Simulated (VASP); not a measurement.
```
CELL_PARAMETERS angstrom
      0.00000     2.18000     2.18000
      2.18000     0.00000     2.18000
      2.18000     2.18000     0.00000
ATOMIC_POSITIONS crystal
  Si 0.00000 0.00000 0.00000
  C  0.25000 0.25000 0.25000
```

The numbers are results of PBE GGA, VASP's PBE PAW potentials (set 64) (plane waves; VASP 6.6.1), not measurements. Run with 800 eV cut-off, 9×9×9 Γ-centred mesh, Gaussian smearing of 0.050 eV, potentials Si C_h.

### Question
Give the stress tensor in GPa (positive for a compressed cell).

### Answer

```
2.29  0.00  0.00
0.00  2.29  0.00
0.00  0.00  2.29
```
The pressure is its mean diagonal, 2.29 GPa.

The compound is SiC in the zinc blende structure. The cell was not relaxed at this level. The run is one of a series of settings (ENCUT = 800, POTCAR Si C_h (PBE.64 set) against the base run), some of them coarse on purpose.
